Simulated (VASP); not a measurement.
**A VASP study of Sc2I (PW91): structure first, properties next**

What structure does Sc2I take at this level, and what are its properties? The steps: rough relaxation of the start cell, full relaxation (PW91) and second relaxation. The cell is generated by rule, not measured, and may not be a known phase.

Method: PW91; plane waves and PAW (Sc_sv, I); invented cell, in VASP 6.6.1.

## 1. The starting structure

Before any relaxation, the start is as follows. Symmetry: Immm, No. 71, orthorhombic system. The conventional cell has a = 4.852 Å, b = 5.110 Å, c = 7.618 Å, α = 90.00°, β = 90.00°, γ = 90.00°. Sc has 1 Sc at 2.33 Å and 2 I at 2.69 Å nearest. Nearest to I lie 4 Sc at 2.69 Å. Farther neighbours and most contacts between anions are not listed.

## 2. Rough relaxation of the start cell

The start is only an estimate, so a cheap relaxation brings it near a minimum before any careful run. PW91 is the forerunner of PBE and gives much the same.

INCAR reads:

```
SYSTEM = Sc2I
PREC = Normal
ENCUT = 400
EDIFF = 1E-05
NELM = 60
ISMEAR = -1
SIGMA = 0.05
LREAL = .FALSE.
ALGO = Fast
GGA = 91
NBANDS = 20
LORBIT = 11
LWAVE = .FALSE.
LCHARG = .FALSE.
IBRION = 2
NSW = 40
ISIF = 3
EDIFFG = -0.04
```

POSCAR reads:

```
Sc2I
1.0
   -2.4259093000      2.5551373000      3.8087704300
    2.4259093000     -2.5551373000      3.8087704300
    2.4259093000      2.5551373000     -3.8087704300
Sc I
2 1
Direct
    0.2277672800      0.0000000000      0.2277672800
    0.7722327200      0.0000000000      0.7722327200
    0.0000000000      0.5000000000      0.5000000000
```

KPOINTS reads:

```
Automatic mesh
0
Gamma
5 5 5
0 0 0
```

The projector-augmented-wave data sets are Sc_sv and I (PBE family, release 64).

Run with:

```console
mpirun -np 1 vasp_std
```

What it wrote:

```text
[banner, memory and clock lines left out]
running    1 mpi-ranks, on    1 nodes
 distrk:  each k-point on    1 cores,    1 groups
 distr:  one band on    1 cores,    1 groups

 POSCAR found type information on POSCAR ScI
 POSCAR found :  2 types and       3 ions
|                                                                             |
|               ----> ADVICE to this user running VASP <----                  |
|                                                                             |
|     You enforced a specific xc type in the INCAR file but a different       |
|     [... a line on the potential file left out ...]
|     I HOPE YOU KNOW WHAT YOU ARE DOING!                                     |
|                                                                             |

 LDA part: xc-table for (Slater(with rela. corr.)+CA(PZ))
 , standard interpolation
 POSCAR, INCAR and KPOINTS ok, starting setup
 FFT: planning ... GRIDC
 FFT: planning ... GRID_SOFT
 FFT: planning ... GRID
 WAVECAR not read
 entering main loop
       N       E                     dE             d eps       ncg     rms          rms(c)
DAV:   1     0.399844770031E+03    0.39984E+03   -0.11831E+04  1112   0.112E+03
DAV:   2     0.162145795777E+02   -0.38363E+03   -0.37667E+03  1528   0.543E+02
DAV:   3    -0.106550967358E+02   -0.26870E+02   -0.25771E+02  1724   0.156E+02
DAV:   4    -0.118255159223E+02   -0.11704E+01   -0.11464E+01  1816   0.251E+01
DAV:   5    -0.118645709430E+02   -0.39055E-01   -0.38741E-01  1768   0.366E+00    0.109E+01
RMM:   6    -0.114965959289E+02    0.36798E+00   -0.32985E-01  1237   0.806E+00    0.536E+00
RMM:   7    -0.114068923600E+02    0.89704E-01   -0.78551E-01  1388   0.797E+00    0.730E-01
RMM:   8    -0.114067446919E+02    0.14767E-03   -0.68624E-02  1463   0.274E+00    0.396E-01
RMM:   9    -0.114086735292E+02   -0.19288E-02   -0.18812E-02  1505   0.882E-01    0.168E-01
RMM:  10    -0.114087597210E+02   -0.86192E-04   -0.33137E-03  1324   0.520E-01    0.894E-02
RMM:  11    -0.114089655868E+02   -0.20587E-03   -0.17395E-03  1342   0.219E-01    0.343E-02
RMM:  12    -0.114090173518E+02   -0.51765E-04   -0.54589E-04  1122   0.120E-01    0.172E-02
RMM:  13    -0.114090433247E+02   -0.25973E-04   -0.28758E-04   890   0.808E-02    0.732E-03
RMM:  14    -0.114090545304E+02   -0.11206E-04   -0.11588E-04   841   0.431E-02    0.500E-03
RMM:  15    -0.114090614368E+02   -0.69064E-05   -0.69071E-05   797   0.328E-02
   1 F= -.11409061E+02 E0= -.11396570E+02  d E =-.114091E+02
 curvature:   0.00 expect dE= 0.000E+00 dE for cont linesearch  0.000E+00
 trial: gam= 0.00000 g(F)=  0.487E+00 g(S)=  0.236E+01 ort = 0.000E+00 (trialstep = 0.100E+01)
 search vector abs. value=  0.285E+01
 bond charge predicted
       N       E                     dE             d eps       ncg     rms          rms(c)
DAV:   1    -0.255926782166E+02   -0.14184E+02   -0.65629E+02  1588   0.370E+02    0.261E+01
RMM:   2    -0.122800525086E+02    0.13313E+02   -0.46055E+01  1285   0.956E+01    0.952E+00
RMM:   3    -0.125253469702E+02   -0.24529E+00   -0.18738E+01  1450   0.305E+01    0.361E+00
RMM:   4    -0.123040045145E+02    0.22134E+00   -0.26505E+00  1327   0.125E+01    0.227E+00
RMM:   5    -0.123601636925E+02   -0.56159E-01   -0.92854E-01  1504   0.565E+00    0.131E+00
RMM:   6    -0.123620505282E+02   -0.18868E-02   -0.17880E-01  1435   0.230E+00    0.318E-01
RMM:   7    -0.123731014816E+02   -0.11051E-01   -0.12238E-01  1485   0.120E+00    0.237E-01
RMM:   8    -0.123767607365E+02   -0.36593E-02   -0.37685E-02  1479   0.530E-01    0.189E-01
RMM:   9    -0.123799292097E+02   -0.31685E-02   -0.32042E-02  1299   0.319E-01    0.128E-01
RMM:  10    -0.123813275599E+02   -0.13984E-02   -0.13806E-02  1311   0.265E-01    0.392E-02
RMM:  11    -0.123826070749E+02   -0.12795E-02   -0.13204E-02  1109   0.186E-01    0.572E-02
RMM:  12    -0.123832327115E+02   -0.62564E-03   -0.63483E-03   915   0.123E-01    0.833E-02
RMM:  13    -0.123837892963E+02   -0.55658E-03   -0.55948E-03   880   0.900E-02    0.110E-01
RMM:  14    -0.123840879465E+02   -0.29865E-03   -0.29603E-03   856   0.725E-02    0.127E-01
RMM:  15    -0.123843666144E+02   -0.27867E-03   -0.26410E-03   869   0.638E-02    0.148E-01
RMM:  16    -0.123845084244E+02   -0.14181E-03   -0.14213E-03   865   0.545E-02    0.162E-01
RMM:  17    -0.123846049972E+02   -0.96573E-04   -0.12024E-03   863   0.578E-02    0.166E-01
RMM:  18    -0.123846773656E+02   -0.72368E-04   -0.82807E-04   809   0.435E-02    0.164E-01
RMM:  19    -0.123847272054E+02   -0.49840E-04   -0.52524E-04   779   0.348E-02    0.163E-01
RMM:  20    -0.123847605289E+02   -0.33324E-04   -0.36374E-04   764   0.232E-02    0.161E-01
RMM:  21    -0.123847832999E+02   -0.22771E-04   -0.25906E-04   754   0.219E-02    0.161E-01
RMM:  22    -0.123848017255E+02   -0.18426E-04   -0.17591E-04   722   0.167E-02    0.165E-01
RMM:  23    -0.123848113409E+02   -0.96155E-05   -0.12603E-04   635   0.141E-02    0.167E-01
RMM:  24    -0.123848170265E+02   -0.56856E-05   -0.88538E-05   682   0.129E-02
   2 F= -.12384817E+02 E0= -.12364206E+02  d E =-.975756E+00
[... from here on, the cycles between the ionic steps are left out ...]
   3 F= -.12401892E+02 E0= -.12382073E+02  d E =-.992831E+00
   4 F= -.12715407E+02 E0= -.12697758E+02  d E =-.313515E+00
   5 F= -.13458023E+02 E0= -.13439417E+02  d E =-.105613E+01
   6 F= -.13541861E+02 E0= -.13516587E+02  d E =-.113997E+01
   7 F= -.13547952E+02 E0= -.13525075E+02  d E =-.114606E+01
   8 F= -.13547567E+02 E0= -.13523719E+02  d E =-.114568E+01
   9 F= -.13551268E+02 E0= -.13528031E+02  d E =-.370042E-02
  10 F= -.13553351E+02 E0= -.13531107E+02  d E =-.578350E-02
  11 F= -.13555844E+02 E0= -.13534226E+02  d E =-.249343E-02
  12 F= -.13561843E+02 E0= -.13542180E+02  d E =-.849259E-02
  13 F= -.13564895E+02 E0= -.13548579E+02  d E =-.115446E-01
  14 F= -.13565409E+02 E0= -.13548130E+02  d E =-.120588E-01
  15 F= -.13568184E+02 E0= -.13551508E+02  d E =-.277462E-02
  16 F= -.13575465E+02 E0= -.13560138E+02  d E =-.100553E-01
  17 F= -.13582525E+02 E0= -.13568299E+02  d E =-.171158E-01
  18 F= -.13590935E+02 E0= -.13576586E+02  d E =-.840928E-02
  19 F= -.13599154E+02 E0= -.13584403E+02  d E =-.166289E-01
  20 F= -.13596341E+02 E0= -.13580187E+02  d E =-.138154E-01
  21 F= -.13601160E+02 E0= -.13585776E+02  d E =-.186346E-01
  22 F= -.13610333E+02 E0= -.13593505E+02  d E =-.917349E-02
  23 F= -.13621058E+02 E0= -.13601145E+02  d E =-.198978E-01
  24 F= -.13622198E+02 E0= -.13601096E+02  d E =-.210384E-01
  25 F= -.13627772E+02 E0= -.13605842E+02  d E =-.557391E-02
  26 F= -.13641726E+02 E0= -.13619713E+02  d E =-.195282E-01
  27 F= -.13614977E+02 E0= -.13591272E+02  d E =0.722128E-02
  28 F= -.13644513E+02 E0= -.13622461E+02  d E =-.223147E-01
  29 F= -.13644861E+02 E0= -.13622533E+02  d E =-.226625E-01
  30 F= -.13649833E+02 E0= -.13626157E+02  d E =-.497247E-02
  31 F= -.13653798E+02 E0= -.13628927E+02  d E =-.893736E-02
  32 F= -.13663564E+02 E0= -.13637145E+02  d E =-.976595E-02
  33 F= -.13673704E+02 E0= -.13645315E+02  d E =-.199057E-01
  34 F= -.13673638E+02 E0= -.13644241E+02  d E =-.198401E-01
  35 F= -.13677419E+02 E0= -.13648120E+02  d E =-.236209E-01
  36 F= -.13679440E+02 E0= -.13649405E+02  d E =-.202053E-02
 trial-energy change:   -0.002021  1 .order   -0.002150   -0.006258    0.001958
 step:   0.8803(harm=  0.9016)  dis= 0.00910  next Energy=   -13.679693 (dE=-0.227E-02)
 bond charge predicted
       N       E                     dE             d eps       ncg     rms          rms(c)
DAV:   1    -0.136841479760E+02   -0.47175E-02   -0.23928E-01  1744   0.906E+00    0.493E-01
RMM:   2    -0.136796043313E+02    0.45436E-02   -0.16168E-02  1180   0.153E+00    0.173E-01
RMM:   3    -0.136797136614E+02   -0.10933E-03   -0.11173E-02  1446   0.848E-01    0.757E-02
RMM:   4    -0.136796580096E+02    0.55652E-04   -0.11513E-03  1230   0.379E-01    0.377E-02
RMM:   5    -0.136796970788E+02   -0.39069E-04   -0.57214E-04  1320   0.172E-01    0.294E-02
RMM:   6    -0.136797050103E+02   -0.79314E-05   -0.11749E-04   985   0.924E-02    0.182E-02
RMM:   7    -0.136797027606E+02    0.22496E-05   -0.33520E-05   808   0.730E-02
  37 F= -.13679703E+02 E0= -.13649829E+02  d E =-.228378E-02
 curvature:  -0.90 expect dE=-0.186E-03 dE for cont linesearch -0.173E-06
 trial: gam= 0.09490 g(F)=  0.112E-03 g(S)=  0.949E-04 ort =-0.452E-04 (trialstep = 0.112E+01)
 search vector abs. value=  0.294E-03
 reached required accuracy - stopping structural energy minimisation
```

Wall time 11 min (1 MPI rank of AMD EPYC 7R43, shared host); peak memory 0.15 GiB.

Lines that name or quote the potential files are left out of all logs, and their timing lines are given in words.

OUTCAR, selected parts (step 2):

```text
ion  position               nearest neighbor table
   1  0.228  0.000  0.228-   2 2.33   3 2.69   3 2.69   2 2.78
   2  0.772  0.000  0.772-   1 2.33   3 2.69   3 2.69   1 2.78
   3  0.000  0.500  0.500-   1 2.69   2 2.69   1 2.69   2 2.69

  LATTYP: Found a body centered orthorhombic cell.
 ALAT       =     4.8518186000
 B/A-ratio  =     1.0532699223
 C/A-ratio  =     1.5700382657

 Subroutine GETGRP returns: Found  8 space group operations
 (whereof  8 operations were pure point group operations)

The static configuration has the point symmetry D_2h.

 Found     27 irreducible k-points:

   k-points           NKPTS =     27   k-points in BZ     NKDIM =     27   number of bands    NBANDS=     20

   dimension x,y,z NGX =    28 NGY =   28 NGZ =   28
   dimension x,y,z NGXF=    56 NGYF=   56 NGZF=   56

   ENCUT  =  400.0 eV  29.40 Ry    5.42 a.u.   8.46  8.46  8.46*2*pi/ulx,y,z

   NELECT =      29.0000    total number of electrons

 k-points in reciprocal lattice and weights: Automatic mesh
   0.00000000  0.00000000  0.00000000       0.008
   0.20000000  0.00000000 -0.00000000       0.032
   0.40000000  0.00000000 -0.00000000       0.032
  -0.00000000  0.20000000  0.00000000       0.032
   0.20000000  0.20000000 -0.00000000       0.064
   0.40000000  0.20000000  0.00000000       0.064
  -0.40000000  0.20000000  0.00000000       0.064
  -0.20000000  0.20000000  0.00000000       0.032
   0.00000000  0.40000000  0.00000000       0.032
[...]
0.40000000 -0.40000000  0.40000000       0.016
  -0.40000000 -0.40000000  0.40000000       0.016

 average (electrostatic) potential at core
       1 -45.3538       2 -45.3538       3 -92.3889

 E-fermi :   6.0743

 k-point     1 :       0.0000    0.0000    0.0000
  band No.  band energies     occupation
    ...
     10       0.1774      2.00000
     11       0.2222      2.00000
     12       2.4524      2.00000
     13       3.6686      2.00000
     14       5.6463      1.99962
     15       6.2972      0.02292
     16       6.4621      0.00086
     17       6.6578      0.00002
     18       7.3439      0.00000
     19       7.8018      0.00000
    ...

 k-point     2 :       0.2000    0.0000   -0.0000
  band No.  band energies     occupation
    ...
     11       0.2728      2.00000
     12       2.4796      2.00000
     13       4.3965      2.00000
     14       5.6139      1.99980
     15       6.0204      1.49256
     16       6.3877      0.00378
     17       6.8895      0.00000
     18       7.0189      0.00000
     19       7.4668      0.00000
     20       8.5677      0.00000

 k-point     3 :       0.4000    0.0000   -0.0000
  band No.  band energies     occupation
    ...
     10      -0.6782      2.00000
     11       0.4020      2.00000
     12       2.5277      2.00000
     13       4.6116      2.00000
     14       5.9972      1.64759
     15       6.1326      0.47549
     16       6.4179      0.00207
     17       6.7350      0.00000
     18       7.0659      0.00000
     19       7.5024      0.00000
    ...

  Total       -0.0160774     -0.0361862     -0.0658115     -0.0000000      0.0000000      0.0000000
  in kB       -0.3305217     -0.7439213     -1.3529633     -0.0000000      0.0000000      0.0000000
  external PRESSURE =      -0.8091354 kB  Pullay stress =       0.0000000 kB

  energy-cutoff  :      400.00
  volume of cell :       77.93
      direct lattice vectors                 reciprocal lattice vectors
    -1.811421403  3.848930159  2.794515678     0.000000000  0.129906228  0.178921880
     1.811421403 -3.848930159  2.794515678     0.276026329  0.000000000  0.178921880
     1.811421403  3.848930159 -2.794515678     0.276026329  0.129906228  0.000000000

 POSITION                                       TOTAL-FORCE (eV/Angst)
 -----------------------------------------------------------------------------------
      0.00000      2.26991      0.00000         0.000000      0.034124      0.000000
      0.00000      5.42795      0.00000         0.000000     -0.034124      0.000000
      1.81142      0.00000      0.00000         0.000000     -0.000000      0.000000
 -----------------------------------------------------------------------------------
    total drift:                               -0.000000     -0.000000      0.000000

  FREE ENERGIE OF THE ION-ELECTRON SYSTEM (eV)
  ---------------------------------------------------
  free  energy   TOTEN  =       -13.6797027606 eV

  energy  without entropy=      -13.6199550345  energy(sigma->0) =      -13.64982890

 reached required accuracy - stopping structural energy minimisation

 total charge
# of ion       s       p       d       tot
------------------------------------------
    1        2.215   6.074   1.124   9.413
    2        2.215   6.074   1.124   9.413
    3        1.514   2.736   0.111   4.360
--------------------------------------------------
tot          5.943  14.884   2.359  23.186

[... 3 further parts left out ...]
```

CONTCAR:

```
Sc2I
   1.00000000000000
    -1.8114214032967286    3.8489301591098672    2.7945156782138851
     1.8114214032967286   -3.8489301591098672    2.7945156782138851
     1.8114214032967286    3.8489301591098672   -2.7945156782138851
  Sc              I
     2     1
Direct
     0.2948749615377082    0.0000000000000000    0.2948749615377082
     0.7051250384622917    0.0000000000000000    0.7051250384622917
     0.0000000000000000    0.5000000000000000    0.5000000000000000
```

This run has no spin polarisation. Its electron count is odd, so without a moment it is a metal by construction. The k-mesh is coarse for a metal. This relaxation is a rough one on cheap settings, only to bring the start near its minimum. The PAW data sets were made with PBE, which is usual practice but a small mismatch for other functionals. After so large a change of volume the plane waves of the start cell no longer fit, so the final stress carries a basis-set error. The run keeps the 8 symmetry operations of its start, so it cannot find a distortion of lower symmetry.

Relaxation path (22 of 37):

| step | energy less that of the first step (eV) | largest force (eV/Å) | pressure (GPa) | volume (Å³) |
| --- | --- | --- | --- | --- |
| 1 | 0.0000 | 2.2465 | 7.47 | 94.44 |
| 3 | -0.9928 | 0.0211 | -2.09 | 110.93 |
| 4 | -1.3063 | 0.0307 | -2.75 | 105.48 |
| 6 | -2.1328 | 0.1091 | 0.68 | 78.32 |
| 8 | -2.1385 | 0.1498 | -0.04 | 79.69 |
| 10 | -2.1443 | 0.0008 | 0.56 | 78.70 |
| 11 | -2.1468 | 0.0198 | 0.39 | 78.96 |
| 13 | -2.1558 | 0.1982 | -0.69 | 81.28 |
| 15 | -2.1591 | 0.1545 | -0.47 | 80.85 |
| 16 | -2.1664 | 0.1545 | -0.54 | 81.08 |
| 18 | -2.1819 | 0.0890 | -0.33 | 80.88 |
| 20 | -2.1873 | 0.2133 | 1.54 | 78.06 |
| 22 | -2.2013 | 0.1099 | 0.44 | 79.41 |
| 23 | -2.2120 | 0.1672 | -0.15 | 79.94 |
| 25 | -2.2187 | 0.1820 | -0.23 | 79.62 |
| 27 | -2.2059 | 0.1031 | 1.23 | 74.74 |
| 28 | -2.2355 | 0.1154 | 0.38 | 77.58 |
| 30 | -2.2408 | 0.0956 | 0.26 | 77.19 |
| 32 | -2.2545 | 0.0723 | 0.09 | 77.20 |
| 34 | -2.2646 | 0.0673 | 0.99 | 76.84 |
| 35 | -2.2684 | 0.0804 | 0.61 | 76.99 |
| 37 | -2.2706 | 0.0341 | -0.08 | 77.93 |

| cell as run | before | after | change |
| --- | --- | --- | --- |
| a (Å) | 5.188 | 5.090 | -1.9 % |
| b (Å) | 5.188 | 5.090 | -1.9 % |
| c (Å) | 5.188 | 5.090 | -1.9 % |
| α (°) | 124.25 | 138.30 | +11.3 % |
| β (°) | 120.99 | 81.74 | -32.4 % |
| γ (°) | 85.54 | 113.40 | +32.6 % |
| volume (Å³/atom) | 31.48 | 25.98 | -17.5 % |

The atoms that moved most (Å, as changes of fractional coordinates times the final cell):

| atom | dx | dy | dz | length |
| --- | --- | --- | --- | --- |
| Sc1 | 0.000 | 0.517 | 0.000 | 0.517 |
| Sc2 | 0.000 | -0.517 | 0.000 | 0.517 |

The relaxed structure:

```
Sc I
1.0
    -1.81142    3.84893    2.79452
     1.81142   -3.84893    2.79452
     1.81142    3.84893   -2.79452
Sc I
2 1
Direct
  0.29487 0.00000 0.29487
  0.70513 0.00000 0.70513
  0.00000 0.50000 0.50000
```

Numbers from this step:

```
electrons                       : 29
bands                           : 20
irreducible k-points            : 27
symmetry operations             : 8
free energy (TOTEN)             : -13.68 eV
energy at zero smearing         : -13.65 eV
Fermi energy                    : 6.074 eV
pressure                        : -0.08091 GPa
metallic                        : yes
SCF cycles over all ionic steps : 382
```

It ends with a largest force of 0.034 eV/Å and a pressure of -0.08 GPa.

[end of part 1 of 3]

[Lines on the potential files, build, host, timing and source positions are cut from VASP's logs without a mark.]

[Logs are printed without paths, hosts, clocks, repeated set-up lines and the standing remarks that a program may print on its own settings, such as how far it seeks lower states.]

[Hosts, paths, dates, database ids (printed as entryN), source tags and the programs' standing remarks are cut or masked in the printed files.]

[A measured line is paired with the nearest computed mode of its activity, which favours agreement.]
